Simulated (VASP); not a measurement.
Given:

```yaml
crystal:
  lattice:
    - [-1.86652, 1.86652, 1.86652]
    - [1.86652, -1.86652, 1.86652]
    - [1.86652, 1.86652, -1.86652]
  atoms:
    - { symbol: Sb, position: [0.00000, 0.00000, 0.00000] }
```

The numbers are results of PBEsol GGA with spin-orbit coupling, VASP's PBE PAW potentials (set 64) (plane waves; VASP 6.6.1), not measurements. Settings: 400 eV cut-off, 12×12×12 Γ-centred mesh, Gaussian smearing of 0.050 eV, potentials Sb.

Question: Give the energies of bands 1 to 11 at the high-symmetry points, in eV from the Fermi level.

Answer: 
```
band       Γ      H      N      P
----  ------  -----  -----  -----
1     -13.11  -5.42  -8.86  -7.78
2     -13.11  -5.42  -8.86  -7.78
3       4.92  -2.52  -5.82  -3.23
4       4.92  -2.52  -5.82  -3.23
5       6.19  -1.84   1.73  -2.73
6       6.19  -1.84   1.73  -2.73
7       6.19  -1.84   3.89  -2.73
8       6.19  -1.84   3.89  -2.73
9      10.63   2.89   6.54  14.95
10     10.63   2.89   6.54  14.95
11     10.63   2.89   7.00  15.21
```

It has no gap at this level: it comes out as a metal or semimetal.

The structure was generated: Sb was put into the bcc type (Im-3m), which need not be its known phase. It was relaxed first, which changed the volume by -5 %.
